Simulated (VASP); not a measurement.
Calculation: PBEsol GGA, VASP's PBE PAW potentials (set 64) (plane waves; VASP 6.6.1).

The input files of a VASP run:

**KPOINTS**
```
K-points
0
gamma
14 14 7
```

**INCAR**
```
! general
SYSTEM  = Cd
PREC    = Accurate
ENCUT   = 500
LREAL   = F
LASPH   = T

! electronic loop
EDIFF   = 1E-6
NELM    = 100
ALGO    = Normal
LMAXMIX = 4

! smearing
ISMEAR  = 1
SIGMA   = 0.1

! functional
GGA     = PS

! ions
IBRION  = 2
NSW     = 40
ISIF    = 3
EDIFFG  = -0.02
PSTRESS = 50

! output
LWAVE   = F
LCHARG  = F
```

File POSCAR:
```
Cd
1
    1.4959580195    -2.5910755957     0.0000000000
    1.4959580195     2.5910755957     0.0000000000
    0.0000000000     0.0000000000     5.3901638387
Cd
2
Direct
  0.3333330000   0.6666670000   0.2500000000
  0.6666670000   0.3333330000   0.7500000000
```

POTCAR, in this order: Cd (PBE.64 set). Program: vasp_std.

What VASP printed:

### OSZICAR
```
       N       E                     dE             d eps       ncg     rms          rms(c)
DAV:   1     0.163334220069E+03    0.16333E+03   -0.13191E+04  3080   0.147E+03
DAV:   2     0.675993029759E+00   -0.16266E+03   -0.15905E+03  3144   0.371E+02
DAV:   3    -0.257488183149E+01   -0.32509E+01   -0.32478E+01  3872   0.627E+01
DAV:   4    -0.257852266134E+01   -0.36408E-02   -0.36408E-02  3520   0.184E+00
DAV:   5    -0.257853277115E+01   -0.10110E-04   -0.10109E-04  3968   0.932E-02    0.480E+00
DAV:   6    -0.240764885614E+01    0.17088E+00   -0.47536E-01  3304   0.925E+00    0.380E+00
DAV:   7    -0.239543839322E+01    0.12210E-01   -0.37987E-02  3552   0.201E+00    0.200E+00
DAV:   8    -0.239364917645E+01    0.17892E-02   -0.33733E-03  3344   0.867E-01    0.104E-01
DAV:   9    -0.239366086513E+01   -0.11689E-04   -0.23533E-05  3960   0.603E-02    0.449E-02
DAV:  10    -0.239368127497E+01   -0.20410E-04   -0.14671E-05  3408   0.473E-02    0.306E-03
DAV:  11    -0.239368120271E+01    0.72264E-07   -0.12341E-07  2080   0.389E-03
   1 F= -.10896413E+01 E0= -.10897407E+01  d E =-.108964E+01
       N       E                     dE             d eps       ncg     rms          rms(c)
DAV:   1    -0.525667118866E+01   -0.28630E+01   -0.53447E+01  3072   0.966E+01    0.110E+01
DAV:   2    -0.245861021769E+01    0.27981E+01   -0.87150E+00  3088   0.435E+01    0.267E+00
DAV:   3    -0.233747995455E+01    0.12113E+00   -0.31267E-01  3736   0.611E+00    0.185E+00
DAV:   4    -0.230989767502E+01    0.27582E-01   -0.24479E-02  3392   0.120E+00    0.468E-01
DAV:   5    -0.230895952836E+01    0.93815E-03   -0.16294E-03  3760   0.282E-01    0.124E-01
DAV:   6    -0.230910711728E+01   -0.14759E-03   -0.98872E-05  3408   0.840E-02    0.300E-02
DAV:   7    -0.230911160734E+01   -0.44901E-05   -0.21426E-06  3112   0.135E-02    0.321E-03
DAV:   8    -0.230911166944E+01   -0.62100E-07   -0.74620E-08  1840   0.386E-03
   2 F= -.11235639E+01 E0= -.11234034E+01  d E =-.339226E-01
       N       E                     dE             d eps       ncg     rms          rms(c)
DAV:   1    -0.262298004937E+01   -0.31387E+00   -0.52743E+00  3072   0.323E+01    0.388E+00
DAV:   2    -0.237681622628E+01    0.24616E+00   -0.63808E-01  3088   0.116E+01    0.131E+00
DAV:   3    -0.235925465019E+01    0.17562E-01   -0.32789E-02  3528   0.233E+00    0.106E+00
DAV:   4    -0.235515468502E+01    0.41000E-02   -0.28755E-03  3400   0.451E-01    0.141E-01
DAV:   5    -0.235511007294E+01    0.44612E-04   -0.11480E-04  3592   0.971E-02    0.523E-02
DAV:   6    -0.235512261929E+01   -0.12546E-04   -0.52028E-05  3896   0.920E-02    0.303E-02
DAV:   7    -0.235511892054E+01    0.36988E-05   -0.13376E-05  3304   0.512E-02    0.325E-03
DAV:   8    -0.235511892336E+01   -0.28253E-08   -0.62010E-08  1640   0.224E-03
   3 F= -.11337030E+01 E0= -.11336596E+01  d E =-.440617E-01
       N       E                     dE             d eps       ncg     rms          rms(c)
DAV:   1    -0.236344337727E+01   -0.83245E-02   -0.37719E-01  3216   0.573E+00    0.465E-01
DAV:   2    -0.235771205313E+01    0.57313E-02   -0.48254E-03  3208   0.102E+00    0.253E-01
DAV:   3    -0.235527731570E+01    0.24347E-02   -0.33698E-03  3344   0.604E-01    0.873E-02
DAV:   4    -0.235523852170E+01    0.38794E-04   -0.42028E-04  3608   0.244E-01    0.445E-02
DAV:   5    -0.235523706138E+01    0.14603E-05   -0.17656E-05  3480   0.572E-02    0.165E-02
DAV:   6    -0.235523645290E+01    0.60849E-06   -0.46601E-06  3136   0.301E-02
   4 F= -.11353268E+01 E0= -.11351477E+01  d E =-.162374E-02
       N       E                     dE             d eps       ncg     rms          rms(c)
DAV:   1    -0.242823743007E+01   -0.73000E-01   -0.34187E+00  3240   0.173E+01    0.140E+00
DAV:   2    -0.237635169207E+01    0.51886E-01   -0.42912E-02  3216   0.298E+00    0.766E-01
DAV:   3    -0.235420839720E+01    0.22143E-01   -0.30228E-02  3312   0.185E+00    0.256E-01
DAV:   4    -0.235394794508E+01    0.26045E-03   -0.37172E-03  3560   0.742E-01    0.132E-01
DAV:   5    -0.235393422327E+01    0.13722E-04   -0.13693E-04  3512   0.161E-01    0.451E-02
DAV:   6    -0.235392717514E+01    0.70481E-05   -0.40494E-05  3392   0.886E-02    0.567E-03
DAV:   7    -0.235392711115E+01    0.63994E-07   -0.36055E-07  1784   0.608E-03
   5 F= -.11388156E+01 E0= -.11387592E+01  d E =-.511256E-02
```

### OUTCAR
```
------------------------ aborting loop because EDIFF is reached ----------------------------------------
  FORCE on cell =-STRESS in cart. coord.  units (eV):
  Direction    XX          YY          ZZ          XY          YZ          ZX
  --------------------------------------------------------------------------------------
  Total        1.2466215      1.2466218      1.2271697      0.0000000      0.0000000      0.0000000
  in kB       51.2965871     51.2966019     50.4961764      0.0000000      0.0000000      0.0000000
  external PRESSURE =       1.0297885 kB  Pullay stress =      50.0000000 kB
  volume of cell :       38.94
      direct lattice vectors                 reciprocal lattice vectors
     1.476435595 -2.557261831  0.000000000     0.338653445 -0.195521629  0.000000000
     1.476435595  2.557261831  0.000000000     0.338653445  0.195521629  0.000000000
    -0.000000000  0.000000000  5.156286238    -0.000000000  0.000000000  0.193938031
 POSITION                                       TOTAL-FORCE (eV/Angst)
 -----------------------------------------------------------------------------------
      1.47644      0.85242      1.28907         0.000000      0.000000     -0.000000
      1.47644     -0.85242      3.86721        -0.000000     -0.000000      0.000000
 -----------------------------------------------------------------------------------
    total drift:                                0.000000      0.000179      0.000002
  FREE ENERGIE OF THE ION-ELECTRON SYSTEM (eV)
  ---------------------------------------------------
  free  energy   TOTEN  =        -2.3539271111 eV

  energy  without entropy=       -2.3537579900  energy(sigma->0) =       -2.35387074
  enthalpy is  TOTEN    =        -1.1388155889 eV   P V=        1.2151115223

 reached required accuracy - stopping structural energy minimisation
```
(Selected blocks of OUTCAR.)

File CONTCAR:
```
Cd
   1.00000000000000
     1.4764355946487309   -2.5572618312494289    0.0000000000000000
     1.4764355946487309    2.5572618312494289    0.0000000000000000
    -0.0000000000000000    0.0000000000000000    5.1562862377598764
  Cd
     2
Direct
     0.3333330000000032    0.6666669999999968    0.2500000000000000
     0.6666669999999968    0.3333330000000032    0.7500000000000000
```

Energy and stress use the plane-wave basis of the starting cell.

The compound is Cd in the hcp structure. This run relaxes it under an external pressure of 5 GPa. Symmetry was kept, so distortions that lower it aren't found.
